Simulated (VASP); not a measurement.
OSZICAR of a VASP run on BaHfO3 (cubic perovskite):

File OSZICAR:
```
       N       E                     dE             d eps       ncg     rms          rms(c)
DAV:   1     0.228390220063E+03    0.22839E+03   -0.21459E+04   460   0.161E+03
DAV:   2    -0.381040373955E+02   -0.26649E+03   -0.25504E+03   567   0.354E+02
DAV:   3    -0.502395189992E+02   -0.12135E+02   -0.12116E+02   596   0.741E+01
DAV:   4    -0.504477267770E+02   -0.20821E+00   -0.20816E+00   661   0.892E+00
DAV:   5    -0.504509323969E+02   -0.32056E-02   -0.32055E-02   627   0.799E-01    0.629E+01
DAV:   6    -0.435848590889E+02    0.68661E+01   -0.41416E+01   523   0.385E+01    0.548E+01
DAV:   7    -0.435050790992E+02    0.79780E-01   -0.23172E+00   618   0.101E+01    0.336E+01
DAV:   8    -0.434961171646E+02    0.89619E-02   -0.27755E-01   588   0.456E+00    0.497E+00
DAV:   9    -0.434816313801E+02    0.14486E-01   -0.98528E-02   579   0.194E+00    0.168E+00
DAV:  10    -0.434812416444E+02    0.38974E-03   -0.11399E-02   587   0.718E-01    0.574E-01
DAV:  11    -0.434810881048E+02    0.15354E-03   -0.86606E-04   579   0.204E-01    0.158E-01
DAV:  12    -0.434811177540E+02   -0.29649E-04   -0.82432E-05   624   0.630E-02    0.173E-01
DAV:  13    -0.434811223630E+02   -0.46090E-05   -0.12428E-05   572   0.246E-02    0.893E-03
DAV:  14    -0.434811222815E+02    0.81497E-07   -0.70401E-07   634   0.542E-03
   1 F= -.44489152E+02 E0= -.44489152E+02  d E =-.737825E-15
```

Q: Which electronic solver shows in the log?

A: It is blocked Davidson (ALGO = Normal, or the opening steps of other solvers). The INCAR had ALGO = Normal.

Q: Can the final energy be trusted as converged?

A: The run converged. It stopped with EDIFF = 1E-7, NELM = 100 (PBE GGA with D4 dispersion, plane waves, VASP's PBE PAW potentials (set 64)).

The compound is BaHfO3 in the cubic perovskite structure. This cell is one point of a volume scan, at 0.97 of the reference volume.
